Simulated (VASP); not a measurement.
These are PBEsol GGA, VASP's PBE PAW potentials (set 64) (plane waves; VASP 6.6.1) values and carry that method's errors.

Input for VASP

### POSCAR
```
Sc
5.332570
  0.6171920856   0.0000000000   0.0000000000
 -0.3085960428   0.5345040009   0.0000000000
  0.0000000000   0.0000000000   1.0000000000
Sc
2
Cart
  0.0102472402   0.3583015500   0.2399420000
  0.2983488026   0.1762024509   0.7600580000
```

**KPOINTS**
```
Automatic mesh
0
Gamma
8 8 4
0 0 0
```

### INCAR
```
SYSTEM  =  Sc
PREC  =  Accurate; ENCUT  =  300; LREAL  =  .FALSE.
LASPH  =  .TRUE.
EDIFF  =  1E-6; NELM  =  100; ALGO  =  Normal
LMAXMIX  =  4
ISMEAR  =  1; SIGMA  =  0.1
GGA  =  PS
ISPIN  =  2
ISIF  =  2
LWAVE  =  .FALSE.; LCHARG  =  .FALSE.; LORBIT  =  11
```

POTCAR, in this order: Sc_sv (PBE.64 set). Program: vasp_std. The INCAR's line for the spin-polarised start is left out here.

### Question
What will the output report for the number of irreducible k-points (NKPTS), largest plane-wave count, number of space-group operations, FFT grid (NGX, NGY, NGZ)?

### Answer

The number of irreducible k-points (NKPTS) is 132, the largest plane-wave count is 604 and the number of space-group operations is 2. The FFT grid (NGX, NGY, NGZ) comes out as 20 × 20 × 30.

The structure comes from a computed database's Sc entry; how it stands against other phases isn't given here. The cell was not relaxed at this level, atoms are displaced from their ideal sites.
